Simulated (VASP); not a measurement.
# Na2BrCl (R-3m) in VASP: a series of runs

The runs below take Na2BrCl through single point, with LDA.

Program: VASP 6.6.1. These are calculated values, not measurements. Logs are shortened: lines on timing, memory, paths and dates and some standing lists are left out, and cuts for length are marked.

### Step 1. The cell of the first run

The structure is trigonal, space group R-3m (No. 166). The conventional cell has a = 3.978 Å, b = 3.978 Å, c = 20.177 Å, α = 90.00°, β = 90.00°, γ = 120.00°. Na (site symmetry 3m) is surrounded by 3 Cl at 2.79 Å and 3 Br at 2.90 Å. Br (site symmetry -3m) has 6 Na at 2.90 Å as nearest neighbours. Around Cl (site symmetry -3m) lie 6 Na at 2.79 Å.

The cell comes from a database or a generator and needn't be the stable form of this composition.

### Step 2. Single point, LDA (strain +0.0350 x Voigt [0, 0, 1, 0, 0, 0], atoms carried along)

Contents of INCAR:

```
PREC = Accurate ; ENCUT = 520
EDIFF = 1E-6 ; ISMEAR = 0
SIGMA = 0.05 ; LREAL = False
LASPH = True ; NELM = 100
ALGO = Fast ; ISIF = 2
LWAVE = False ; LCHARG = False
GGA = CA ; NBANDS = 22
```

Contents of KPOINTS:

```
regular mesh
0
Gamma
  9 9 9
```

Contents of POSCAR:

```
Na2BrCl
1.0
    1.9888625555      1.1482703318      6.7257899224
   -1.9888625555      1.1482703318      6.7257899224
    0.0000000000     -2.2965406636      6.7257899224
Na Br Cl
2 1 1
Direct
    0.2545086910      0.2545086910      0.2545086910
    0.7454913090      0.7454913090      0.7454913090
    0.5000000000      0.5000000000      0.5000000000
    0.0000000000      0.0000000000      0.0000000000
```

Potentials or basis: VASP PAW LDA potentials, release 64 (Na_pv, Br, Cl).

On the command line:

```sh
$ cat potpaw_LDA.64/Na_pv/POTCAR potpaw_LDA.64/Br/POTCAR potpaw_LDA.64/Cl/POTCAR > POTCAR
$ mpirun -np 1 vasp_std > vasp.out
```

OUTCAR:

```text
PREC = Accurate
   ENCUT = 520
   EDIFF = 1E-6
   ISMEAR = 0
   LREAL = False
   LASPH = True
   NELM = 100
   ISIF = 2
   GGA = CA

 ion  position               nearest neighbor table
   1  0.255  0.255  0.255-
   2  0.745  0.745  0.745-
   3  0.500  0.500  0.500-
   4  0.000  0.000  0.000-

  LATTYP: Found a trigonal (rhomboedric) cell.
 ALAT       =     7.1070633246
 COS(alpha) =     0.8433756909

  Lattice vectors:

 A1 = (   1.9888625555,   1.1482703318,   6.7257899224)
 A2 = (  -1.9888625555,   1.1482703318,   6.7257899224)
 A3 = (   0.0000000000,  -2.2965406636,   6.7257899224)

Analysis of symmetry for initial positions (statically):
=====================================================================
 Subroutine PRICEL returns:
 Original cell was already a primitive cell.

 Routine SETGRP: Setting up the symmetry group for a
 trigonal (rhombohedral) supercell.

 Subroutine GETGRP returns: Found 12 space group operations
 (whereof 12 operations were pure point group operations)
 out of a pool of 12 trial point group operations.

The static configuration has the point symmetry D_3d.

Analysis of symmetry for dynamics (positions and initial velocities):
=====================================================================
 Subroutine PRICEL returns:
 Original cell was already a primitive cell.

 Routine SETGRP: Setting up the symmetry group for a
 trigonal (rhombohedral) supercell.

 Subroutine GETGRP returns: Found 12 space group operations
 (whereof 12 operations were pure point group operations)
 out of a pool of 12 trial point group operations.

The dynamic configuration has the point symmetry D_3d.

 Subroutine INISYM returns: Found 12 space group operations
 (whereof 12 operations are pure point group operations),
 and found     1 'primitive' translations

----------------------------------------------------------------------------------------

                                     Primitive cell

  volume of cell :      92.1602

  direct lattice vectors                    reciprocal lattice vectors
     1.988862555  1.148270332  6.725789922     0.251399977  0.145145844  0.049560474
    -1.988862555  1.148270332  6.725789922    -0.251399977  0.145145844  0.049560474
     0.000000000 -2.296540664  6.725789922     0.000000000 -0.290291688  0.049560474

  length of vectors
     7.107063325  7.107063325  7.107063325     0.294491944  0.294491944  0.294491944

  position of ions in fractional coordinates (direct lattice)
     0.254508691  0.254508691  0.254508691
     0.745491309  0.745491309  0.745491309
     0.500000000  0.500000000  0.500000000
     0.000000000  0.000000000  0.000000000

  ion indices of the primitive-cell ions
   primitive index   ion index
                 1           1
                 2           2
                 3           3
                 4           4

----------------------------------------------------------------------------------------

 KPOINTS: regular mesh

Automatic generation of k-mesh.
 Grid dimensions read from file:
 generate k-points for:    9    9    9

 Generating k-lattice:

  Cartesian coordinates                     Fractional coordinates (reciprocal lattice)
     0.027933331  0.016127316  0.005506719     0.111111111  0.000000000  0.000000000
    -0.027933331  0.016127316  0.005506719     0.000000000  0.111111111  0.000000000
     0.000000000 -0.032254632  0.005506719     0.000000000  0.000000000  0.111111111

  Length of vectors
     0.032721327  0.032721327  0.032721327

  Shift w.r.t. Gamma in fractional coordinates (k-lattice)
     0.000000000  0.000000000  0.000000000

 Subroutine IBZKPT returns following result:
 ===========================================

 Found     85 irreducible k-points:

 Following reciprocal coordinates:
            Coordinates               Weight
  0.000000  0.000000  0.000000      1.000000
  0.111111  0.000000  0.000000      6.000000
  0.222222  0.000000  0.000000      6.000000
  0.333333 -0.000000  0.000000      6.000000
  0.444444  0.000000  0.000000      6.000000
  0.111111  0.111111  0.000000      6.000000
[... 16 lines left out ...]
 -0.333333  0.333333  0.000000      6.000000
  0.444444  0.444444  0.000000      6.000000
 [... further k-points ...]
   k-points           NKPTS =     85   k-points in BZ     NKDIM =     85   number of bands    NBANDS=     22
   number of dos      NEDOS =    301   number of ions     NIONS =      4
   total plane-waves  NPLWV = 157464
   dimension x,y,z NGX =    54 NGY =   54 NGZ =   54
   dimension x,y,z NGXF=   108 NGYF=  108 NGZF=  108
   ions per type =               2   1   1
   NGX,Y,Z   is equivalent  to a cutoff of  12.63, 12.63, 12.63 a.u.
   NGXF,Y,Z  is equivalent  to a cutoff of  25.26, 25.26, 25.26 a.u.
 SYSTEM =  unknown system
   PREC   = accura    normal or accurate (medium, high low for compatibility)
   ISTART =      0    job   : 0-new  1-cont  2-samecut
   ICHARG =      2    charge: 1-file 2-atom 10-const
   ISPIN  =      1    spin polarized calculation?
   LNONCOLLINEAR =      F non collinear calculations
   LSORBIT =      F    spin-orbit coupling
   LASPH  =      T    aspherical Exc in radial PAW
   ENCUT  =  520.0 eV  38.22 Ry    6.18 a.u.  13.21 13.21 13.21*2*pi/ulx,y,z
   NELM   =    100;   NELMIN=  2; NELMDL= -5     # of ELM steps
   EDIFF  = 0.1E-05   stopping-criterion for ELM
   LREAL  =      F    real-space projection
   EDIFFG = 0.1E-04   stopping-criterion for IOM
   NSW    =      0    number of steps for IOM
   IBRION =     -1    ionic relax: 0-MD 1-quasi-New 2-CG
   NFREE  =      0    steps in history (QN), initial steepest desc. (CG)
   ISIF   =      2    stress and relaxation
   ISYM   =      2    0-nonsym 1-usesym 2-fastsym
   POTIM  = 0.5000    time-step for ionic-motion
   TEBEG  =    0.0;   TEEND  =   0.0 temperature during run
   PSTRESS=    0.0 pullay stress
   NELECT =      28.0000    total number of electrons
   NUPDOWN=      -1.0000    fix difference up-down
   EMIN   =  10.00;   EMAX   =-10.00  energy-range for DOS
   EFERMI =   0.00;   METHOD = LEGACY
   ISMEAR =     0;   SIGMA  =   0.05  broadening in eV -4-tet -1-fermi 0-gaus
   EFERMI_NEDOS =   21; number of points for ismear=-14 and -15
   IALGO  =     68    algorithm
   IMIX   =      4    mixing-type and parameters
     AMIX     =   0.40;   BMIX     =  1.00
     AMIX_MAG =   1.60;   BMIX_MAG =  1.00
  volume/ion in A,a.u.               =      23.04       155.48
  Fermi-wavevector in a.u.,A,eV,Ry     =   1.100558  2.079753 16.479763  1.211228
  Thomas-Fermi vector in A             =   2.236971
   LORBIT       =      0    0 simple, 1 ext, 2 COOP (PROOUT), +10 PAW based schemes
   GGA     = CA    functional components
   LHFCALC =     F    Hartree Fock is set to
   AEXX    =    0.0000 exact exchange contribution
   IVDW    =     0    specifies the selected vdW correction
   LEPSILON=     F    determine dielectric tensor
   LRPA    =     F    only Hartree local field effects (RPA)
 non-spin polarized calculation
 RMM-DIIS sequential band-by-band and
 Gauss-broadening in eV      SIGMA  =   0.05
  energy-cutoff  :      520.00
  volume of cell :       92.16
 maximum number of plane-waves:      2518
 NGX is ok and might be reduce to    54
   NGX = 27   NGY = 27   NGZ = 27

 number of electron      28.0000003 magnetization

 Free energy of the ion-electron system (eV)
  ---------------------------------------------------
  ext. energy  EPLUGINS =         0.00000000
  ---------------------------------------------------
  free energy    TOTEN  =       -14.10404219 eV

  energy without entropy =      -14.10404219  energy(sigma->0) =      -14.10404219

 E-fermi :   0.1951     XC(G=0):  -8.8310

 val. band max:       -0.0937004389   @ k =   0.0000   0.0000   0.0000
 cond. band min:       3.8594946262   @ k =   0.0000   0.0000   0.0000
 fundamental gap:      3.9531950651
 Fermi energy:         0.1951118807

 k-point     1 :       0.0000    0.0000    0.0000
  band No.  band energies     occupation
      1     -21.6539      2.00000
      2     -21.6295      2.00000
      3     -21.6295      2.00000
      4     -21.6277      2.00000
      5     -21.6277      2.00000
      6     -21.6245      2.00000
[... 14 lines left out ...]
     21       9.9102      0.00000
     22       9.9102      0.00000

 k-point     2 :       0.1111    0.0000    0.0000
  band No.  band energies     occupation
      1     -21.6521      2.00000
      2     -21.6319      2.00000
      3     -21.6306      2.00000
      4     -21.6301      2.00000
      5     -21.6282      2.00000
      6     -21.6247      2.00000
[... 14 lines left out ...]
     21       9.9596      0.00000
     22      10.1287      0.00000

 k-point     3 :       0.2222    0.0000    0.0000
  band No.  band energies     occupation
      1     -21.6478      2.00000
      2     -21.6381      2.00000
      3     -21.6373      2.00000
      4     -21.6315      2.00000
      5     -21.6295      2.00000
      6     -21.6254      2.00000
[... 14 lines left out ...]
     21      10.4335      0.00000
     22      10.6936      0.00000

 k-point     4 :       0.3333   -0.0000    0.0000
  band No.  band energies     occupation
      1     -21.6480      2.00000
      2     -21.6442      2.00000
      3     -21.6398      2.00000
      4     -21.6331      2.00000
      5     -21.6309      2.00000
      6     -21.6271      2.00000
[... 14 lines left out ...]
     21      10.6527      0.00000
     22      11.1446      0.00000

 k-point     5 :       0.4444    0.0000    0.0000
  band No.  band energies     occupation
      1     -21.6524      2.00000
      2     -21.6489      2.00000
      3     -21.6348      2.00000
      4     -21.6341      2.00000
      5     -21.6319      2.00000
      6     -21.6297      2.00000
[... 417 lines left out ...]
 k-point    22 :      -0.4444    0.3333   -0.0000
  band No.  band energies     occupation
      1     -21.6530      2.00000
      2     -21.6457      2.00000
      3     -21.6414      2.00000
      4     -21.6357      2.00000
      5     -21.6319      2.00000
      6     -21.6279      2.00000
[... 14 lines left out ...]
     21      10.1929      0.00000
     22      11.2752      0.00000

 k-point    23 :      -0.3333    0.3333    0.0000
  band No.  band energies     occupation
      1     -21.6490      2.00000
      2     -21.6467      2.00000
      3     -21.6426      2.00000
      4     -21.6397      2.00000
      5     -21.6302      2.00000
      6     -21.6296      2.00000
[... 14 lines left out ...]
     21      10.5842      0.00000
     22      10.8896      0.00000

 k-point    24 :       0.4444    0.4444    0.0000
  band No.  band energies     occupation
      1     -21.6575      2.00000
      2     -21.6478      2.00000
      3     -21.6358      2.00000
      4     -21.6340      2.00000
      5     -21.6302      2.00000
      6     -21.6265      2.00000
[... 14 lines left out ...]
     21      10.6330      0.00000
     22      13.0324      0.00000

 [... further k-points ...]
[... 5 lines left out ...]
  --------------------------------------------------------------------------------------
  -------------------------------------------------------------------------------------
  Total       -0.3631988     -0.3631988     -0.8340858      0.0000000      0.0000000      0.0000000
  in kB       -6.3141014     -6.3141014    -14.5003280      0.0000000      0.0000000      0.0000000
  external PRESSURE =      -9.0428436 kB  Pullay stress =       0.0000000 kB

 VOLUME and BASIS-vectors are now :
 -----------------------------------------------------------------------------
  energy-cutoff  :      520.00
  volume of cell :       92.16
      direct lattice vectors                 reciprocal lattice vectors
     1.988862555  1.148270332  6.725789922     0.251399977  0.145145844  0.049560474
    -1.988862555  1.148270332  6.725789922    -0.251399977  0.145145844  0.049560474
     0.000000000 -2.296540664  6.725789922     0.000000000 -0.290291688  0.049560474

 POSITION                                       TOTAL-FORCE (eV/Angst)
 -----------------------------------------------------------------------------------
      0.00000      0.00000      5.13532         0.000000      0.000000     -0.011839
      0.00000      0.00000     15.04205         0.000000     -0.000000      0.011839
      0.00000      0.00000     10.08868        -0.000000      0.000000     -0.000000
      0.00000      0.00000      0.00000         0.000000     -0.000000     -0.000000
 -----------------------------------------------------------------------------------
    total drift:                               -0.000000      0.000000     -0.000000

  FREE ENERGIE OF THE ION-ELECTRON SYSTEM (eV)
  ---------------------------------------------------
  free  energy   TOTEN  =       -14.1040421906 eV

  energy  without entropy=      -14.1040421906  energy(sigma->0) =      -14.10404219
```

Wall time 6.8 min (1 thread of Intel Xeon Platinum 8488C (Sapphire Rapids), shared host); peak memory 0.4 GiB.

Results:

```yaml
Free_energy: -14.1040 eV
Pressure: -0.9 GPa
Largest_force: 0.012 eV/Å
Band_gap_on_the_k_mesh: 3.95 eV, direct
```

Forces on the atoms (eV/Å):
```
Na   0.000  0.000 -0.012
Na   0.000  0.000  0.012
Br   0.000  0.000  0.000
Cl   0.000  0.000  0.000
```

Levels at points of the mesh, in eV from the valence-band top:
```csv
k point,band 10,band 11,band 12,band 13,band 14,band 15,band 16,band 17,band 18,band 19
"(0.00, 0.00, 0.00)",-1.06,-1.06,-0.55,0.00,0.00,3.95,6.11,9.52,9.75,9.82
```

Caveat: an odd mesh through Γ misses points on the zone boundary, where band edges often lie.

### Step 3. Single point, LDA (strain -0.0200 x Voigt [0, 0, 1, 0, 0, 0], atoms carried along)

Contents of INCAR:

```
SYSTEM = Na2BrCl
PREC = Accurate ; ENCUT = 520
EDIFF = 1E-6 ; ISMEAR = 0
SIGMA = 0.05 ; LREAL = .False.
LASPH = .True. ; NELM = 100
ALGO = Fast ; ISIF = 2
LWAVE = .False. ; LCHARG = .False.
GGA = CA ; NBANDS = 22
```

Contents of KPOINTS:

```
Automatic mesh
0
Gamma
  9 9 9
  0 0 0
```

Contents of POSCAR:

```
Na2BrCl
1.0
    1.9888625555      1.1482703318      6.3683807961
   -1.9888625555      1.1482703318      6.3683807961
    0.0000000000     -2.2965406636      6.3683807961
Na Br Cl
2 1 1
Direct
    0.2545086910      0.2545086910      0.2545086910
    0.7454913090      0.7454913090      0.7454913090
    0.5000000000      0.5000000000      0.5000000000
    0.0000000000      0.0000000000      0.0000000000
```

Potentials or basis: VASP PAW LDA potentials, release 64 (Na_pv, Br, Cl).

On the command line:

```sh
$ cat potpaw_LDA.64/Na_pv/POTCAR potpaw_LDA.64/Br/POTCAR potpaw_LDA.64/Cl/POTCAR > POTCAR
$ mpirun -np 1 vasp_std > vasp.out
```

Wall time 5.1 min (1 thread of Intel Xeon Platinum 8488C (Sapphire Rapids), shared host); peak memory 0.37 GiB.

It converged, with:

| Quantity | Value |
| --- | --- |
| Free energy | -14.1122 eV |
| Pressure | 0.6 GPa |
| Largest force | 0.010 eV/Å |
| Band gap on the k mesh | 4.30 eV, direct |

Forces in eV/Å, atoms in the order of the input:
```
Na   0.000  0.000  0.010
Na   0.000  0.000 -0.010
Br   0.000  0.000  0.000
Cl   0.000  0.000  0.000
```

Stress tensor (GPa, compression positive):
```
0.49 0.00 0.00
0.00 0.49 0.00
0.00 0.00 0.94
```

Levels at points of the mesh, in eV from the valence-band top:
```csv
k point,band 10,band 11,band 12,band 13,band 14,band 15,band 16,band 17,band 18,band 19
"(0.00, 0.00, 0.00)",-1.05,-1.05,-0.26,0.00,0.00,4.30,6.17,9.75,9.75,9.91
```

Caveat: an odd mesh through Γ misses points on the zone boundary, where band edges often lie.
